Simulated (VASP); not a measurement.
```
ZnS
1.0
    1.96681    -3.40662     0.00000
    1.96681     3.40662     0.00000
    0.00000     0.00000     6.44278
Zn S
2 2
Cartesian
  1.96681  -1.13554   3.22216
  1.96681   1.13554   0.00077
  1.96681  -1.13554   5.63666
  1.96681   1.13554   2.41527
```

All values below come from RPBE GGA, VASP's PBE PAW potentials (set 64) (plane waves; VASP). Run with 520 eV cut-off, 7×7×4 Γ-centred mesh, Gaussian smearing of 0.050 eV, potentials Zn S.

Q: Give the stress tensor in GPa (positive for a compressed cell).

A: 
```
-1.63   0.00   0.00
 0.00  -1.63   0.00
 0.00   0.00  -1.62
```
The pressure is its mean diagonal, -1.62 GPa.

The compound is ZnS in the wurtzite structure, the high-temperature form. This cell is one point of a volume scan, at 1.03 of the reference volume.
